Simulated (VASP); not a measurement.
Here is the system:

```xyz
2
Lattice="1.4550 -2.5201 0.0000 1.4550 2.5201 0.0000 0.0000 0.0000 2.8400" Properties=species:S:1:pos:R:3 pbc="T T T"
W      0.0000     0.0000     0.0000
C      1.4550     0.8400     1.4200
```

Calculation: LDA (Ceperley-Alder, Perdew-Zunger), VASP's LDA PAW potentials (set 64) (plane waves; VASP). Numerical set-up: 520 eV cut-off, 13×13×12 Γ-centred mesh, first-order Methfessel-Paxton smearing of 0.10 eV, potentials W_sv C.

Energy and stress use the plane-wave basis of the starting cell.

Problem. The ions, cell shape and volume are relaxed. Predict the relaxed structure.

Solution. 
```xyz
2
Lattice="1.4453 -2.5034 0.0000 1.4453 2.5034 0.0000 0.0000 0.0000 2.8163" Properties=species:S:1:pos:R:3 pbc="T T T"
W      0.0000     0.0000     0.0000
C      1.4453     0.8345     1.4081
```
Space group P-6m2 (187), at a tolerance of 0.03 Å.

Problem. How do energy and volume change from the first to the last step?

Solution. The energy (σ→0) changes by -6.5 meV/atom and the volume by -2.2 %, in 7 ionic steps.

```tsv
step	E(σ→0) (eV)	max force (eV/Å)	pressure (GPa)	volume (Å³)
1	-24.6886	0.000	-8.87	20.83
2	-24.5855	0.000	30.86	19.14
3	-24.7015	0.000	-0.25	20.39
4	-24.7015	0.000	-0.11	20.38
5	-24.7015	0.000	0.08	20.37
6	-24.7015	0.000	-0.20	20.39
7	-24.7015	0.000	-0.03	20.38
```

The compound is WC in the wc structure. This run relaxes it. Symmetry was kept, so distortions that lower it aren't found.
